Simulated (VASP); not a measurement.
Consider the following.

```xyz
62
Lattice="8.4870 0.0000 0.0000 0.0000 8.4870 0.0000 0.0000 0.0000 8.4870" Properties=species:S:1:pos:R:3 pbc="T T T"
Mg     4.2434     8.4865     8.4614
Mg     6.3528     2.1316     8.4842
Mg     6.3712     0.0008     2.1303
Mg     0.0000     8.4863     8.4797
Mg     2.1324     2.1317     8.4840
Mg     4.2441     4.2421     8.4385
Mg     6.3547     6.3541     8.4818
Mg     2.1144     0.0003     2.1315
Mg     4.2411     2.0491     2.1640
Mg     6.4387     4.2444     2.1634
Mg     4.2403     8.4865     4.2640
Mg     6.3057     2.1783     4.2383
Mg     6.3559     8.4854     6.3515
Mg     0.0028     4.2424     8.4670
Mg     2.1345     6.3535     8.4841
Mg     8.4865     2.1162     2.1323
Mg     2.0513     4.2434     2.1696
Mg     4.2443     6.4397     2.1606
Mg     8.4825     8.4864     4.2506
Mg     2.1711     2.1756     4.2416
Mg     6.3079     6.3092     4.2374
Mg     2.1275     8.4845     6.3532
Mg     4.2412     2.1727     6.2944
Mg     6.3148     4.2421     6.2995
Mg     0.0006     6.3720     2.1309
Mg     8.4836     4.2445     4.2686
Mg     2.1746     6.3104     4.2391
Mg     8.4838     2.1268     6.3549
Mg     2.1713     4.2422     6.2990
Mg     4.2429     6.3098     6.2926
Mg     8.4864     6.3579     6.3544
O      6.3425     2.1437     2.1215
O      0.0011     4.2440     2.0965
O      8.4823     2.1059     4.2373
O      2.1408     2.1426     2.1231
O      6.3449     6.3446     2.1198
O      8.4862     0.0004     2.1136
O      4.2392     2.0045     4.2199
O      6.4791     4.2441     4.2211
O      8.4844     6.3803     4.2366
O      6.3551     2.1278     6.3619
O      8.4852     4.2425     6.3888
O      8.4864     2.1203     0.0067
O      2.1433     6.3440     2.1220
O      4.2427     0.0008     2.0923
O      2.0015     4.2429     4.2249
O      4.2415     6.4818     4.2169
O      6.3778     8.4865     4.2348
O      2.1265     2.1274     6.3631
O      4.2431     4.2416     6.4596
O      6.3564     6.3558     6.3610
O      8.4849     8.4853     6.3725
O      4.2422     2.1316     0.0309
O      6.3552     4.2424     0.0328
O      0.0013     6.3653     0.0055
O      2.1020     8.4860     4.2362
O      2.1295     6.3555     6.3621
O      4.2420     8.4849     6.3834
O      2.1344     4.2425     0.0338
O      4.2443     6.3530     0.0302
O      6.3654     8.4867     0.0040
O      2.1213     8.4861     0.0052
```

The numbers are results of HSE06 screened hybrid, VASP's PBE PAW potentials (set 64) (plane waves; VASP 6.6.1), not measurements. Numerical set-up: PREC = Normal, LREAL = Auto, ISYM = 0, EDIFF = 1E-5, 400 eV cut-off, 1×1×1 Γ-centred mesh, Gaussian smearing of 0.050 eV, potentials Mg O. Starting moments (MAGMOM): 62*0.0323. The cell's moment is fixed (NUPDOWN = 2).

The supercell is sampled at Γ alone, which is coarse: total energies, pressure and levels can be off, energies of defects by several tenths of an eV.

Problem. What does the run give for the cell moment, energy per atom (σ→0)?

Solution. 
```yaml
cell_moment: 2.00 μB
energy per atom (σ→0): -7.012 eV/atom
```

Problem. Give the moment on each site (PAW-sphere projection).

Solution. 
```tsv
site	moment (μB)
Mg1	0.00
Mg2	0.00
Mg3	0.00
Mg4	0.00
Mg5	0.00
Mg6	0.03
Mg7	0.00
Mg8	0.00
Mg9	0.02
Mg10	0.02
Mg11	0.00
Mg12	0.00
Mg13	0.00
Mg14	0.00
Mg15	0.00
Mg16	0.00
Mg17	0.02
Mg18	0.02
Mg19	0.00
Mg20	0.00
Mg21	0.00
Mg22	0.00
Mg23	0.00
Mg24	0.00
Mg25	0.00
Mg26	0.00
Mg27	0.00
Mg28	0.00
Mg29	0.00
Mg30	0.00
Mg31	0.00
O32	0.02
O33	0.03
O34	0.05
O35	0.03
O36	0.03
O37	0.01
O38	0.09
O39	0.11
O40	0.05
O41	0.02
O42	0.03
O43	0.01
O44	0.02
O45	0.02
O46	0.08
O47	0.06
O48	0.05
O49	0.02
O50	0.10
O51	0.02
O52	0.01
O53	0.03
O54	0.02
O55	0.01
O56	0.03
O57	0.02
O58	0.02
O59	0.05
O60	0.04
O61	0.01
O62	0.01
```

The absolute energy has meaning only against runs of the same code, potentials and settings.

The cell is a supercell with a defect, built from MgO (rock salt): vac_Mg-vac_O. The cell's shape comes from a PBE relaxation.
